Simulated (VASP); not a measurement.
# OSiClBrH2 in VASP: settings compared, part 2 of 2

VASP 6.6.1. The steps go on from the part before.

### 3 Electron localisation function, PBE

Contents of INCAR:

```
SYSTEM = SiH2BrClO
  PREC = Accurate
  ENCUT = 520
  EDIFF = 1E-7
  ISMEAR = 0
  SIGMA = 0.01
  LREAL = .False.
  LASPH = .True.
  NELM = 60
  ALGO = Normal
  ISIF = 2
  LWAVE = .False.
  LCHARG = .True.
  GGA = PE
  LELF = .True.
```

Contents of KPOINTS:

```
Automatic mesh
0
Gamma
  1 1 1
  0 0 0
```

Contents of POSCAR:

```
SiH2BrClO
1.0
   12.0000000000      0.0000000000      0.0000000000
    0.0000000000     13.0000000000      0.0000000000
    0.0000000000      0.0000000000     12.0000000000
O Si Cl Br H
1 1 1 1 2
Direct
    0.6213375000      0.5950576900      0.4677791700
    0.5622875000      0.4887961500      0.5068375000
    0.5857875000      0.3746961500      0.3923208300
    0.3808291700      0.5096653800      0.5282375000
    0.5959625000      0.6285346200      0.4012041700
    0.6129291700      0.4588576900      0.6133458300
```

Potentials or basis: VASP PAW PBE potentials, release 64 (O, Si, Cl, Br, H).

The run is started by

```
$ cat potpaw_PBE.64/O/POTCAR potpaw_PBE.64/Si/POTCAR potpaw_PBE.64/Cl/POTCAR potpaw_PBE.64/Br/POTCAR potpaw_PBE.64/H/POTCAR > POTCAR
$ mpirun -np 1 vasp_gam > vasp.out
```

OUTCAR:

```text
SYSTEM = SiH2BrClO
   PREC = Accurate
   ENCUT = 520
   EDIFF = 1E-7
   ISMEAR = 0
   LREAL = .False.
   LASPH = .True.
   NELM = 60
   ISIF = 2
   GGA = PE

 ion  position               nearest neighbor table
   1  0.621  0.595  0.468-   5 0.96   2 1.62
   2  0.562  0.489  0.507-   6 1.47   1 1.62   3 2.04   4 2.21
   3  0.586  0.375  0.392-   2 2.04
   4  0.381  0.510  0.528-   2 2.21
   5  0.596  0.629  0.401-   1 0.96
   6  0.613  0.459  0.613-   2 1.47

  LATTYP: Found a simple tetragonal cell.
 ALAT       =    12.0000000000
 C/A-ratio  =     1.0833333333

  Lattice vectors:

 A1 = ( -12.0000000000,   0.0000000000,   0.0000000000)
 A2 = (   0.0000000000,   0.0000000000,  12.0000000000)
 A3 = (   0.0000000000,  13.0000000000,   0.0000000000)

Analysis of symmetry for initial positions (statically):
=====================================================================
 Subroutine PRICEL returns:
 Original cell was already a primitive cell.

 Routine SETGRP: Setting up the symmetry group for a
 simple tetragonal supercell.

 Subroutine GETGRP returns: Found  1 space group operations
 (whereof  1 operations were pure point group operations)
 out of a pool of 16 trial point group operations.

The static configuration has the point symmetry C_1 .

Analysis of symmetry for dynamics (positions and initial velocities):
=====================================================================
 Subroutine PRICEL returns:
 Original cell was already a primitive cell.

 Routine SETGRP: Setting up the symmetry group for a
 simple tetragonal supercell.

[... 103 lines left out ...]
   ISMEAR =     0;   SIGMA  =   0.01  broadening in eV -4-tet -1-fermi 0-gaus
   EFERMI_NEDOS =   21; number of points for ismear=-14 and -15
   IALGO  =     38    algorithm
   IMIX   =      4    mixing-type and parameters
     AMIX     =   0.40;   BMIX     =  1.00
     AMIX_MAG =   1.60;   BMIX_MAG =  1.00
  volume/ion in A,a.u.               =     312.00      2105.48
  Fermi-wavevector in a.u.,A,eV,Ry     =   0.393517  0.743640  2.106944  0.154856
  Thomas-Fermi vector in A             =   1.337630
   LORBIT       =      0    0 simple, 1 ext, 2 COOP (PROOUT), +10 PAW based schemes
   GGA     = PE    functional components
   LHFCALC =     F    Hartree Fock is set to
   AEXX    =    0.0000 exact exchange contribution
   IVDW    =     0    specifies the selected vdW correction
   LEPSILON=     F    determine dielectric tensor
   LRPA    =     F    only Hartree local field effects (RPA)
 non-spin polarized calculation
 Gauss-broadening in eV      SIGMA  =   0.01
  energy-cutoff  :      520.00
  volume of cell :     1872.00
 maximum number of plane-waves:     25235
 NGX is ok and might be reduce to    90
   NGX = 45   NGY = 49   NGZ = 45

 number of electron      26.0000000 magnetization

 Free energy of the ion-electron system (eV)
  ---------------------------------------------------
  ext. energy  EPLUGINS =         0.00000000
  ---------------------------------------------------
  free energy    TOTEN  =       -26.54388219 eV

  energy without entropy =      -26.54388219  energy(sigma->0) =      -26.54388219

 E-fermi :  -6.9369     XC(G=0):  -0.8772

 val. band max:       -7.0114045820   @ k =   0.0000   0.0000   0.0000
 cond. band min:      -0.8052569584   @ k =   0.0000   0.0000   0.0000
 fundamental gap:      6.2061476236
 Fermi energy:        -6.9369004530

 k-point     1 :       0.0000    0.0000    0.0000
  band No.  band energies     occupation
      1     -25.6501      2.00000
      2     -20.7655      2.00000
      3     -19.8769      2.00000
      4     -14.3533      2.00000
      5     -11.7750      2.00000
      6     -10.0070      2.00000
[... 9 lines left out ...]
     16      -0.0080      0.00000
     17       0.0460      0.00000

------------------------ aborting loop because EDIFF is reached ----------------------------------------

  FORCE on cell =-STRESS in cart. coord.  units (eV):
  Direction    XX          YY          ZZ          XY          YZ          ZX
  --------------------------------------------------------------------------------------
  -------------------------------------------------------------------------------------
  Total        0.7712018      1.0404256      0.7600993      0.1214013     -0.2004376     -0.0451929
  in kB        0.6600438      0.8904628      0.6505416      0.1039030     -0.1715473     -0.0386790
  external PRESSURE =       0.7336827 kB  Pullay stress =       0.0000000 kB

 VOLUME and BASIS-vectors are now :
 -----------------------------------------------------------------------------
  energy-cutoff  :      520.00
  volume of cell :     1872.00
      direct lattice vectors                 reciprocal lattice vectors
    12.000000000  0.000000000  0.000000000     0.083333333  0.000000000  0.000000000
     0.000000000 13.000000000  0.000000000     0.000000000  0.076923077  0.000000000
     0.000000000  0.000000000 12.000000000     0.000000000  0.000000000  0.083333333

 POSITION                                       TOTAL-FORCE (eV/Angst)
 -----------------------------------------------------------------------------------
      7.45605      7.73575      5.61335         0.404667      0.193172      0.308840
      6.74745      6.35435      6.08205        -0.132310     -0.274289      0.139368
      7.02945      4.87105      4.70785         0.051204     -0.205865     -0.162984
      4.56995      6.62565      6.33885        -0.253324      0.025730      0.049730
      7.15155      8.17095      4.81445        -0.145088      0.287842     -0.457635
      7.35515      5.96515      7.36015         0.074852     -0.026589      0.122681
 -----------------------------------------------------------------------------------
    total drift:                               -0.000638     -0.000325      0.000920

  FREE ENERGIE OF THE ION-ELECTRON SYSTEM (eV)
  ---------------------------------------------------
  free  energy   TOTEN  =       -26.5438821925 eV

  energy  without entropy=      -26.5438821925  energy(sigma->0) =      -26.54388219
```

OSZICAR:

```text
N       E                     dE             d eps       ncg     rms          rms(c)
DAV:   1     0.190568017080E+03    0.19057E+03   -0.73189E+03    50   0.901E+02
DAV:   2     0.397684285395E+02   -0.15080E+03   -0.14720E+03    51   0.156E+02
DAV:   3    -0.228040019835E+02   -0.62572E+02   -0.62516E+02    35   0.105E+02
[... 20 lines left out ...]
DAV:  24    -0.265438802161E+02   -0.17432E-05   -0.61697E-08    36   0.160E-03    0.245E-04
DAV:  25    -0.265438814794E+02   -0.12633E-05   -0.26474E-08    36   0.115E-03    0.243E-04
DAV:  26    -0.265438819733E+02   -0.49393E-06   -0.75580E-09    36   0.790E-04    0.382E-04
DAV:  27    -0.265438821641E+02   -0.19081E-06    0.97856E-10    35   0.718E-04    0.965E-05
DAV:  28    -0.265438821925E+02   -0.28349E-07    0.61868E-09    44   0.355E-04
   1 F= -.26543882E+02 E0= -.26543882E+02  d E =-.440883E-26
```

stdout:

```text
POSCAR found type information on POSCAR O SiClBrH
 POSCAR found :  5 types and       6 ions
 scaLAPACK will be used
 LDA part: xc-table for (Slater+PW92), standard interpolation
 POSCAR, INCAR and KPOINTS ok, starting setup
 FFT: planning ... GRIDC
 FFT: planning ... GRID_SOFT
 FFT: planning ... GRID
 WAVECAR not read
 entering main loop
```

It took 3.6 min on 1 thread of Intel Xeon Platinum 8488C (Sapphire Rapids), shared host; peak memory 1.4 GiB.

What came out:

```
Free energy                     : -26.5439 eV
Largest force                   : 0.560 eV/Å
Gap between the frontier levels : 6.21 eV
```

Forces on the atoms (eV/Å):
```
O    0.405  0.193  0.309
Si  -0.132 -0.274  0.139
Cl   0.051 -0.206 -0.163
Br  -0.253  0.026  0.050
H   -0.145  0.288 -0.458
H    0.075 -0.027  0.123
```

Levels at points of the mesh, in eV from the valence-band top:
```
           k point  band 10  band 11  band 12  band 13  band 14  band 15  band 16  band 17
(0.00, 0.00, 0.00)    -0.91    -0.70    -0.17     0.00     6.21     6.40     7.00     7.06
```

A hybrid or GW would open this gap; PBE tends to underestimate it.
